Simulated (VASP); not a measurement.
The system is Mg.

```
CELL_PARAMETERS angstrom
3.20930 0.00000 0.00000
-1.60465 2.77934 0.00000
0.00000 0.00000 5.21030
ATOMIC_POSITIONS crystal
Mg 0.33333 0.66667 0.25000
Mg 0.66667 0.33333 0.75000
```

```yaml
Program: VASP 6.6.1
Task: relaxation of cell and atoms
Functional: PBEsol
Potentials_or_basis: VASP PAW PBE potentials, release 64 (Mg)
Cutoff: 300 eV
k_mesh: 15 × 15 × 8
Occupations: gaussian, width 0.1 eV
Spin: no spin polarisation
```

At the start: pressure -1.2 GPa; volume 23.24 Å³/atom.

Problem. How do energy, volume and symmetry change on relaxing?

Solution. Over 6 steps the energy falls by 3.4 meV/atom and the volume is 22.46 Å³/atom (-3.4 %); space group P6_3/mmc (No. 194, to 0.05 Å).

Step by step:
| step | energy change (eV) | largest force (eV/Å) | pressure (GPa) | volume (Å³) |
| --- | --- | --- | --- | --- |
| 1 | 0.0000 | 0.0000 | -1.19 | 46.47 |
| 2 | -0.0061 | 0.0000 | -0.32 | 45.32 |
| 3 | -0.0066 | 0.0000 | 0.03 | 44.89 |
| 4 | -0.0066 | 0.0000 | 0.06 | 44.86 |
| 5 | -0.0068 | 0.0000 | 0.04 | 44.89 |
| 6 | -0.0069 | 0.0000 | 0.02 | 44.91 |

Final structure:
```xyz
2
Lattice="3.1872 0.0000 0.0000 -1.5936 2.7602 0.0000 0.0000 0.0000 5.1055" Properties=species:S:1:pos:R:3 pbc="T T T"
Mg    0.0000    1.8401    1.2764
Mg    1.5936    0.9201    3.8292
```

Caveat: the PAW data sets were made with another functional, which shifts forces and pressure a little.
